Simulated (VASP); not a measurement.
Here is a VASP 6.6.1 calculation.

Contents of INCAR:

```
SYSTEM = AlCl
  PREC = Accurate
  ENCUT = 600
  EDIFF = 1E-7
  ISMEAR = -1
  SIGMA = 0.05
  LREAL = .False.
  LASPH = .True.
  NELM = 80
  ALGO = Fast
  ISIF = 3
  LWAVE = .False.
  LCHARG = .False.
  GGA = PE
  IVDW = 1
  IBRION = 2
  NSW = 60
  EDIFFG = -0.02
```

File KPOINTS:

```
regular mesh
0
Gamma
  8 8 8
  0 0 0
```

File POSCAR:

```
AlCl
1.0
    0.0000000000      2.8486347600      2.8486347600
    2.8486347600      0.0000000000      2.8486347600
    2.8486347600      2.8486347600      0.0000000000
Al Cl
1 1
Direct
    0.5000000000      0.5000000000      0.5000000000
    0.0000000000      0.0000000000      0.0000000000
```

Potentials or basis: VASP PAW PBE potentials, release 64 (Al, Cl).

Launch:

```console
$ cat potpaw_PBE.64/Al/POTCAR potpaw_PBE.64/Cl/POTCAR > POTCAR
$ mpirun -np 1 vasp_std > vasp.out
```

Estimate the relaxed volume.

27.77 Å³/atom.

Estimate the dispersion energy per atom.

-0.134 eV.

Final structure:
```xyz
2
Lattice="0.0000 3.0283 3.0283 3.0283 0.0000 3.0283 3.0283 3.0283 0.0000" Properties=species:S:1:pos:R:3 pbc="T T T"
Al    3.0283    3.0283    3.0283
Cl    3.0283    3.0283    6.0566
```

Caveat: the volume moved by over 15 % at a fixed basis, so the end points are rough.
